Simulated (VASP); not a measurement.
Data:

```yaml
crystal:
  lattice:
    - [-1.59356, 1.59356, 1.59356]
    - [1.59356, -1.59356, 1.59356]
    - [1.59356, 1.59356, -1.59356]
  atoms:
    - { symbol: W, position: [0.00000, 0.00000, 0.00000] }
```

Level of theory: PBE GGA, VASP's PBE PAW potentials (set 64) (plane waves; VASP). Numerical set-up: 480 eV cut-off, 14×14×14 Γ-centred mesh, first-order Methfessel-Paxton smearing of 0.10 eV, potentials W_sv.

Each relaxation starts from this cell; other phases were not tried.

Task: The cell is relaxed at 2 GPa. What happens?

Result: The volume per atom goes from 16.19 to 16.09 Å³ (-0.6 %), and the cell becomes a = 3.1804 Å, b = 3.1804 Å, c = 3.1804 Å, α = 90.00°, β = 90.00°, γ = 90.00°, space group Im-3m.

Task: The cell is relaxed at 5 GPa. What happens?

Result: The volume per atom goes from 16.19 to 15.93 Å³ (-1.6 %), and the cell becomes a = 3.1705 Å, b = 3.1705 Å, c = 3.1705 Å, α = 90.00°, β = 90.00°, γ = 90.00°, space group Im-3m.

Failed runs are left out, and for metals the shear rows, which the mesh's noise covers.

The compound is W in the bcc structure.
